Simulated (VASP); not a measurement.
Consider the following.

```yaml
crystal:
  lattice:
    - [3.97631, 0.00000, 0.00000]
    - [0.00000, 3.97631, 0.00000]
    - [0.00000, 0.00000, 3.97631]
  atoms:
    - { symbol: Cs, position: [0.00000, 0.00000, 0.00000] }
    - { symbol: Cl, position: [0.50000, 0.50000, 0.50000] }
```

The numbers are results of LDA (Ceperley-Alder, Perdew-Zunger), VASP's LDA PAW potentials (set 64) (plane waves; VASP), not measurements. Run with 520 eV cut-off, 7×7×7 Γ-centred mesh, Gaussian smearing of 0.050 eV, potentials Cs_sv Cl.

Unless said otherwise, spin-orbit coupling is left out, though it shifts the bands of the heavy elements here.

Problem. Estimate the energy per atom (σ→0), band gap (on the k-mesh) with the smallest direct gap where there is one.

Solution. 
band gap (on the k-mesh): 4.97 eV
smallest direct gap (on the k-mesh): 4.97 eV
energy per atom (σ→0): -3.655 eV/atom

The absolute energy has meaning only against runs of the same code, potentials and settings.

The compound is CsCl in the CsCl type structure. It was relaxed first, which changed the volume by -10 %.
